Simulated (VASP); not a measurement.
HgMg3Te4 (ordered alloy cell): computed properties

The numbers are results of PBEsol GGA, VASP's PBE PAW potentials (set 64) (plane waves; VASP 6.6.1), not measurements.

```yaml
space_group: P-43m (215)
cell: a = b = c = 6.460 Å, α = β = γ = 90.00°
volume_per_atom: 33.69 Å³/atom
band gap (over mesh and band path): 1.15 eV
smallest direct gap (over mesh and band path): 1.15 eV
band_edge_character: direct, Γ to Γ
density: 4.83 g/cm³
```

```
CELL_PARAMETERS angstrom
      6.45969     0.00000     0.00000
      0.00000     6.45969     0.00000
      0.00000     0.00000     6.45969
ATOMIC_POSITIONS crystal
  Mg 0.00000 0.00000 0.00000
  Mg 0.50000 0.50000 0.00000
  Mg 0.50000 0.00000 0.50000
  Te 0.25292 0.24708 0.24708
  Te 0.74708 0.75292 0.24708
  Te 0.74708 0.24708 0.75292
  Te 0.25292 0.75292 0.75292
  Hg 0.00000 0.50000 0.50000
```

Unless said otherwise, spin-orbit coupling is left out, though it shifts the bands of the heavy elements here.

The structure was generated: HgMg3Te4 was put into an ordered model structure (P-43m), which need not be its known phase. It was relaxed first. Symmetry was kept, so distortions that lower it aren't found.
